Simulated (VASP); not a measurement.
Method: TPSS meta-GGA, VASP's PBE PAW potentials (set 64) (plane waves; VASP).

VASP ran on this input.

**POSCAR**
```
PdIn
1.0
  3.2500000000   0.0000000000   0.0000000000
  0.0000000000   3.2500000000   0.0000000000
  0.0000000000   0.0000000000   3.2500000000
In Pd
1 1
Cartesian
  1.6250000000   1.6250000000   1.6250000000
  0.0000000000   0.0000000000   0.0000000000
```

### INCAR
```
! general
SYSTEM  = PdIn
PREC    = Accurate
ENCUT   = 520   ! plane-wave cut-off (eV)
LREAL   = .FALSE.
LASPH   = .TRUE.

! electronic loop
EDIFF   = 1E-6   ! SCF stop (eV)
NELM    = 100   ! most electronic steps
ALGO    = Normal   ! blocked Davidson
LMAXMIX = 4   ! l cut-off of mixed one-centre charges
LMIXTAU = .TRUE.

! smearing
ISMEAR  = 1
SIGMA   = 0.1   ! width (eV)

! functional
METAGGA = TPSS

! ions
IBRION  = 2   ! conjugate gradients
NSW     = 60   ! most ionic steps
ISIF    = 3   ! ions, shape and volume
EDIFFG  = -0.01

! output
LWAVE   = .FALSE.
LCHARG  = .FALSE.
```

### KPOINTS
```
Automatic mesh
0
Gamma
10 10 10
0 0 0
```

POTCAR, in this order: In_d Pd (PBE.64 set). Program: vasp_std.

The resulting files:

**OSZICAR**
```
       N       E                     dE             d eps       ncg     rms          rms(c)
DAV:   1     0.208796783240E+03    0.20880E+03   -0.14503E+04  1688   0.267E+03
DAV:   2     0.360527124320E+01   -0.20519E+03   -0.20041E+03  1862   0.561E+02
DAV:   3    -0.163741368795E+02   -0.19979E+02   -0.19789E+02  2198   0.198E+02
DAV:   4    -0.169644334407E+02   -0.59030E+00   -0.58995E+00  2212   0.371E+01
DAV:   5    -0.169922257707E+02   -0.27792E-01   -0.27792E-01  2741   0.696E+00    0.779E+00
DAV:   6    -0.247892443117E+02   -0.77970E+01   -0.28054E+01  1680   0.644E+01    0.492E+00
DAV:   7    -0.256278097900E+02   -0.83857E+00   -0.87077E-01  1890   0.130E+01    0.297E+00
DAV:   8    -0.255060130807E+02    0.12180E+00   -0.62290E-01  2009   0.827E+00    0.979E-01
DAV:   9    -0.254861055567E+02    0.19908E-01   -0.71351E-02  2142   0.408E+00    0.721E-01
DAV:  10    -0.254782198412E+02    0.78857E-02   -0.64699E-02  2065   0.381E+00    0.219E-01
DAV:  11    -0.255181681938E+02   -0.39948E-01   -0.12627E-02  1876   0.158E+00    0.138E-01
DAV:  12    -0.255190637888E+02   -0.89560E-03   -0.34047E-03  2135   0.879E-01    0.704E-02
DAV:  13    -0.255188256515E+02    0.23814E-03   -0.93331E-04  2086   0.519E-01    0.274E-02
DAV:  14    -0.255192432441E+02   -0.41759E-03   -0.14972E-04  2086   0.221E-01    0.796E-03
DAV:  15    -0.255192465452E+02   -0.33012E-05   -0.33396E-06  2076   0.242E-02    0.509E-03
DAV:  16    -0.255192457851E+02    0.76017E-06   -0.81310E-07  1225   0.122E-02
   1 F= -.25519246E+02 E0= -.25518674E+02  d E =-.255192E+02
       N       E                     dE             d eps       ncg     rms          rms(c)
DAV:   1    -0.259357727063E+02   -0.41653E+00   -0.93710E+00  1764   0.566E+01    0.420E+00
DAV:   2    -0.255619443419E+02    0.37383E+00   -0.16398E+00  1715   0.177E+01    0.154E+00
DAV:   3    -0.255279492215E+02    0.33995E-01   -0.13343E-01  2161   0.643E+00    0.723E-01
DAV:   4    -0.255187268847E+02    0.92223E-02   -0.31226E-02  2439   0.305E+00    0.259E-01
DAV:   5    -0.255182015821E+02    0.52530E-03   -0.21034E-03  1841   0.589E-01    0.883E-02
DAV:   6    -0.255179482684E+02    0.25331E-03   -0.81858E-04  1785   0.302E-01    0.391E-02
DAV:   7    -0.255182046705E+02   -0.25640E-03   -0.34150E-04  1708   0.210E-01    0.175E-02
DAV:   8    -0.255183429032E+02   -0.13823E-03   -0.80021E-05  1694   0.961E-02    0.420E-03
DAV:   9    -0.255183466084E+02   -0.37052E-05   -0.97982E-06  1869   0.336E-02    0.460E-03
DAV:  10    -0.255183496604E+02   -0.30520E-05   -0.27252E-06  1757   0.186E-02    0.194E-03
DAV:  11    -0.255183502325E+02   -0.57211E-06   -0.82578E-08   903   0.399E-03
   2 F= -.25518350E+02 E0= -.25517968E+02  d E =0.895553E-03
       N       E                     dE             d eps       ncg     rms          rms(c)
DAV:   1    -0.256421728963E+02   -0.12382E+00   -0.25201E+00  1778   0.276E+01    0.232E+00
DAV:   2    -0.255369782972E+02    0.10519E+00   -0.50094E-01  1722   0.966E+00    0.773E-01
DAV:   3    -0.255263142939E+02    0.10664E-01   -0.41966E-02  2163   0.367E+00    0.319E-01
DAV:   4    -0.255241529373E+02    0.21614E-02   -0.74276E-03  2482   0.158E+00    0.165E-01
DAV:   5    -0.255240334571E+02    0.11948E-03   -0.56563E-04  1820   0.328E-01    0.517E-02
DAV:   6    -0.255241524293E+02   -0.11897E-03   -0.38142E-04  1792   0.212E-01    0.181E-02
DAV:   7    -0.255242379932E+02   -0.85564E-04   -0.93774E-05  1722   0.100E-01    0.980E-03
DAV:   8    -0.255242612329E+02   -0.23240E-04   -0.19032E-05  1729   0.503E-02    0.262E-03
DAV:   9    -0.255242654699E+02   -0.42371E-05   -0.27612E-06  1764   0.180E-02    0.183E-03
DAV:  10    -0.255242655426E+02   -0.72654E-07   -0.11533E-07   910   0.363E-03
   3 F= -.25524266E+02 E0= -.25523793E+02  d E =-.501976E-02
```

**OUTCAR**
```
------------------------ aborting loop because EDIFF is reached ----------------------------------------
  FORCE on cell =-STRESS in cart. coord.  units (eV):
  Direction    XX          YY          ZZ          XY          YZ          ZX
  --------------------------------------------------------------------------------------
  Total        0.0022793      0.0022793      0.0022793     -0.0000000     -0.0000000      0.0000000
  in kB        0.1044208      0.1044208      0.1044208     -0.0000000     -0.0000000      0.0000000
  external PRESSURE =       0.1044208 kB  Pullay stress =       0.0000000 kB
  volume of cell :       34.97
      direct lattice vectors                 reciprocal lattice vectors
     3.270189743  0.000000000 -0.000000000     0.305792654 -0.000000000  0.000000000
     0.000000000  3.270189743  0.000000000    -0.000000000  0.305792654 -0.000000000
    -0.000000000  0.000000000  3.270189743     0.000000000 -0.000000000  0.305792654
 POSITION                                       TOTAL-FORCE (eV/Angst)
 -----------------------------------------------------------------------------------
      1.63509      1.63509      1.63509         0.000000     -0.000000      0.000000
      0.00000      0.00000      0.00000        -0.000000      0.000000      0.000000
 -----------------------------------------------------------------------------------
    total drift:                                0.000000     -0.000000     -0.000000
  FREE ENERGIE OF THE ION-ELECTRON SYSTEM (eV)
  ---------------------------------------------------
  free  energy   TOTEN  =       -25.5242655426 eV

  energy  without entropy=      -25.5228478729  energy(sigma->0) =      -25.52379299

 reached required accuracy - stopping structural energy minimisation
```
(Selected blocks of OUTCAR.)

File CONTCAR:
```
PdIn
   1.00000000000000
     3.2701897431037938    0.0000000000000000   -0.0000000000000000
     0.0000000000000000    3.2701897431037938    0.0000000000000000
    -0.0000000000000000    0.0000000000000000    3.2701897431037938
  In              Pd
     1     1
Direct
     0.5000000000000000    0.5000000000000000    0.5000000000000000
     0.0000000000000000    0.0000000000000000    0.0000000000000000
```

OUTCAR:
```
 val. band max:       10.5991042970   @ k =   0.5000   0.4000   0.3000

 cond. band min:      10.6378406958   @ k =   0.3000   0.1000   0.1000


 Fermi energy:        10.6276934021

 k-point     1 :       0.0000    0.0000    0.0000
  band No.  band energies     occupation
      1      -4.5377      2.00000
      2      -4.5377      2.00000
      3      -4.1232      2.00000
      4      -4.1232      2.00000
      5      -4.1232      2.00000
      6       0.4034      2.00000
      7       6.5992      2.00000
      8       6.5992      2.00000
      9       8.1911      2.00000
     10       8.1911      2.00000
     11       8.1911      2.00000
     12      14.7570      0.00000
     13      14.7570      0.00000
     14      14.7570      0.00000
     15      20.0532      0.00000

 k-point     2 :       0.1000    0.0000    0.0000
  band No.  band energies     occupation
      1      -4.5320      2.00000
      2      -4.5036      2.00000
      3      -4.1334      2.00000
      4      -4.1334      2.00000
      5      -4.1200      2.00000
      6       0.5625      2.00000
      7       6.6008      2.00000
      8       6.6262      2.00000
      9       8.0729      2.00000
     10       8.0729      2.00000
     11       8.1841      2.00000
     12      13.6980      0.00000
     13      15.0748      0.00000
     14      15.0748      0.00000
     15      20.3762      0.00000

 k-point     3 :       0.2000    0.0000    0.0000
  band No.  band energies     occupation
      1      -4.5172      2.00000
      2      -4.4144      2.00000
      3      -4.1603      2.00000
      4      -4.1603      2.00000
      5      -4.1119      2.00000
      6       1.0379      2.00000
      7       6.6049      2.00000
      8       6.6361      2.00000
      9       7.7935      2.00000
     10       7.7935      2.00000
     11       8.1656      2.00000
     12      11.8347     -0.00000
     13      15.9511      0.00000
     14      15.9511      0.00000
     15      20.4776      0.00000
...
```

Unless said otherwise, spin-orbit coupling is left out, though it shifts the bands of the heavy elements here.

The compound is PdIn in the CsCl type structure. This run relaxes it. Symmetry was kept, so distortions that lower it aren't found. The electron count is odd and the run is not spin-polarised, which forces a metal.
